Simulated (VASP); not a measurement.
SnO$_{2}$ (rutile): the cohesive energy from VASP (plane waves, PAW) at several levels of theory. Atoms are spin-polarised in a large box without symmetry, with the spin fixed by Hund's rule, and may not be in the lowest state of each functional; no zero-point energy is added.

```
level   cohesive energy (eV/atom)
------  -------------------------
LDA                          5.92
PBE                          4.73
revPBE                       4.31
```

The cell of the LDA run:

```
CELL_PARAMETERS angstrom
      4.73107     0.00000     0.00000
      0.00000     4.73107     0.00000
      0.00000     0.00000     3.19767
ATOMIC_POSITIONS crystal
  Sn 0.00000 0.00000 0.00000
  Sn 0.50000 0.50000 0.50000
  O  0.30598 0.30598 0.00000
  O  0.80598 0.19402 0.50000
  O  0.19402 0.80598 0.50000
  O  0.69402 0.69402 0.00000
```

Only levels that ran to the end are used. Left out are those held back, those with too coarse a band path, GW runs whose mesh misses a band edge, hybrids' fits of cells that aren't cubic and levels without matching references; a question may draw on a part of the rest.
